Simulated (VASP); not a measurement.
Output of a VASP run:

File OSZICAR:
```
       N       E                     dE             d eps       ncg     rms          rms(c)
DAV:   1     0.126110225687E+03    0.12611E+03   -0.15019E+04   386   0.885E+02
DAV:   2    -0.259829164747E+01   -0.12871E+03   -0.12616E+03   311   0.197E+02
DAV:   3    -0.661329554614E+01   -0.40150E+01   -0.39682E+01   332   0.314E+01
DAV:   4    -0.666171509580E+01   -0.48420E-01   -0.48415E-01   351   0.349E+00
DAV:   5    -0.666299426623E+01   -0.12792E-02   -0.12792E-02   358   0.464E-01    0.338E+00
DAV:   6    -0.657449588106E+01    0.88498E-01   -0.22027E-01   311   0.288E+00    0.223E+00
DAV:   7    -0.654922951988E+01    0.25266E-01   -0.11113E-01   290   0.199E+00    0.575E-01
DAV:   8    -0.654540234656E+01    0.38272E-02   -0.13464E-02   325   0.868E-01    0.101E-01
DAV:   9    -0.654510742268E+01    0.29492E-03   -0.13310E-03   318   0.210E-01    0.589E-02
DAV:  10    -0.654448621739E+01    0.62121E-03   -0.13685E-03   313   0.157E-01    0.250E-02
DAV:  11    -0.654454724611E+01   -0.61029E-04   -0.17891E-04   342   0.891E-02    0.166E-02
DAV:  12    -0.654475166333E+01   -0.20442E-03   -0.12464E-04   312   0.438E-02    0.818E-03
DAV:  13    -0.654486863369E+01   -0.11697E-03   -0.18322E-05   240   0.169E-02    0.456E-03
DAV:  14    -0.654491973691E+01   -0.51103E-04   -0.20730E-05   218   0.145E-02    0.269E-03
DAV:  15    -0.654495301619E+01   -0.33279E-04   -0.20521E-05   194   0.725E-03    0.160E-03
DAV:  16    -0.654502598244E+01   -0.72966E-04   -0.78265E-06   194   0.892E-03    0.118E-03
DAV:  17    -0.654506378359E+01   -0.37801E-04   -0.47900E-06   187   0.395E-03    0.472E-04
DAV:  18    -0.654507755503E+01   -0.13771E-04   -0.19760E-06   173   0.184E-03    0.191E-04
DAV:  19    -0.654507895256E+01   -0.13975E-05   -0.14017E-07   222   0.794E-04    0.614E-05
DAV:  20    -0.654507922086E+01   -0.26830E-06   -0.18249E-08   173   0.338E-04
   1 F= -.65450792E+01 E0= -.65056521E+01  d E =-.788542E-01
```

File OUTCAR:
```
------------------------ aborting loop because EDIFF is reached ----------------------------------------
  FORCE on cell =-STRESS in cart. coord.  units (eV):
  Direction    XX          YY          ZZ          XY          YZ          ZX
  --------------------------------------------------------------------------------------
  Total        0.1329124      0.1329124      0.5462306      0.0000000     -0.0000000     -0.0000000
  in kB        0.9425812      0.9425812      3.8737292      0.0000000     -0.0000000     -0.0000000
  external PRESSURE =       1.9196305 kB  Pullay stress =       0.0000000 kB
  volume of cell :      225.92
      direct lattice vectors                 reciprocal lattice vectors
     3.178814000  0.000000000  0.000000000     0.314582734  0.000000000  0.000000000
     0.000000000  3.178814000  0.000000000     0.000000000  0.314582734  0.000000000
     0.000000000  0.000000000 22.357700000     0.000000000  0.000000000  0.044727320
 POSITION                                       TOTAL-FORCE (eV/Angst)
 -----------------------------------------------------------------------------------
      0.00000      0.00000      8.00001         0.000000     -0.000000     -0.132649
      0.00000      0.00000     11.17889        -0.000000     -0.000000      0.000000
      0.00000      0.00000     14.35769        -0.000000      0.000000      0.132649
 -----------------------------------------------------------------------------------
    total drift:                                0.000000      0.000000     -0.042865
  FREE ENERGIE OF THE ION-ELECTRON SYSTEM (eV)
  ---------------------------------------------------
  free  energy   TOTEN  =        -6.5450792209 eV

  energy  without entropy=       -6.4662250266  energy(sigma->0) =       -6.50565212
```
(Selected blocks of OUTCAR.)

File POSCAR:
```
Tl
1
    3.1788140000     0.0000000000     0.0000000000
    0.0000000000     3.1788140000     0.0000000000
    0.0000000000     0.0000000000    22.3577000000
Tl
3
Direct
  0.0000000000   0.0000000000   0.3578190000
  0.0000000000   0.0000000000   0.5000020000
  0.0000000000   0.0000000000   0.6421810000
```

**Question.** Reconstruct the remaining input files.

**Answer.** Several could match; the one computed here: the input of the run itself, PBE GGA, plane waves, VASP's PBE PAW potentials (set 64).

KPOINTS:
```
Automatic
0
gamma
 4 4 1
0 0 0
```

INCAR:
```
SYSTEM = Tl
PREC = Accurate
ENCUT = 300
EDIFF = 1E-6
NELM = 100
ALGO = Normal
LREAL = .FALSE.
LASPH = .TRUE.
ISMEAR = -1
SIGMA = 0.1
GGA = PE
LMAXMIX = 4
LWAVE = .FALSE.
LCHARG = .FALSE.
ISIF = 2
```

POTCAR, in this order: Tl_d (PBE.64 set). Program: vasp_std.

At this cut-off the stress carries a Pulay error, which pulls relaxed volumes low. The cell holds a wide vacuum, so values per volume refer to the whole cell.

The cell is a sheet with vacuum, built from a generated structure.
